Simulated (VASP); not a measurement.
Input:

```yaml
crystal:
  lattice:
    - [0.00000, 3.00569, 3.00569]
    - [3.00569, 0.00000, 3.00569]
    - [3.00569, 3.00569, 0.00000]
  atoms:
    - { symbol: Cu, position: [0.25000, 0.25000, 0.25000] }
    - { symbol: I, position: [0.00000, 0.00000, 0.00000] }
```

These are r2SCAN meta-GGA, VASP's PBE PAW potentials (set 64) (plane waves; VASP) values and carry that method's errors. Numerical set-up: 400 eV cut-off, 14×14×14 Γ-centred mesh, Gaussian smearing of 0.010 eV, potentials Cu I.

Unless said otherwise, spin-orbit coupling is left out, though it shifts the bands of the heavy elements here.

**Question.** Predict the energy per atom (σ→0), band gap (on the k-mesh) with the smallest direct gap where there is one.

**Answer.** 
```
Quantity                                      Result
-----------------------------------  ---------------
band gap (on the k-mesh)                     1.69 eV
smallest direct gap (on the k-mesh)          1.69 eV
energy per atom (σ→0)                -17.896 eV/atom
```

Only differences to runs with the same potentials and settings are physical.

The structure comes from a measured CuI entry (F-43m) of the Crystallography Open Database, whose conditions weren't checked. It was relaxed first.
